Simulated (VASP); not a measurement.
The system is SbAs2.

```xyz
6
Lattice="0.0000 4.0495 4.0495 4.0495 0.0000 4.0495 4.0495 4.0495 0.0000" Properties=species:S:1:pos:R:3 pbc="T T T"
Sb    6.0742    6.0742    6.0742
Sb    4.0495    4.0495    4.0495
As    1.0124    1.0124    1.0124
As    1.0124    3.0371    3.0371
As    3.0371    3.0371    1.0124
As    3.0371    1.0124    3.0371
```

The cell was built by a generator and needn't be a form met in nature.

```yaml
Program: VASP 6.6.1
Task: relaxation of cell and atoms
Functional: LDA
Potentials_or_basis: VASP PAW LDA potentials, release 64 (Sb, As)
Cutoff: 600 eV
k_mesh: 6 × 6 × 6
Occupations: gaussian, width 0.05 eV
Spin: no spin polarisation
```

At the start: pressure -4.4 GPa; volume 22.13 Å³/atom.

Task: How do energy, volume and symmetry change on relaxing?

Result: Over 3 steps the energy falls by 18.4 meV/atom and the volume is 20.86 Å³/atom (-5.8 %); space group Fd-3m (No. 227, to 0.05 Å).

The path:
```csv
step,energy change (eV),largest force (eV/Å),pressure (GPa),volume (Å³)
1,0.0000,0.0000,-4.39,132.81
2,-0.0815,0.0000,2.63,121.50
3,-0.1105,0.0000,-0.01,125.14
```

Final structure:
```cif
data_structure
_symmetry_space_group_name_H-M 'P 1'
_symmetry_Int_Tables_number 1
_cell_length_a 5.6144
_cell_length_b 5.6144
_cell_length_c 5.6144
_cell_angle_alpha 60.000
_cell_angle_beta 60.000
_cell_angle_gamma 60.000
_cell_volume 125.14
loop_
_atom_site_label
_atom_site_type_symbol
_atom_site_fract_x
_atom_site_fract_y
_atom_site_fract_z
_atom_site_occupancy
Sb1 Sb 0.75000 0.75000 0.75000 1
Sb2 Sb 0.50000 0.50000 0.50000 1
As1 As 0.12500 0.12500 0.12500 1
As2 As 0.62500 0.12500 0.12500 1
As3 As 0.12500 0.12500 0.62500 1
As4 As 0.12500 0.62500 0.12500 1
```
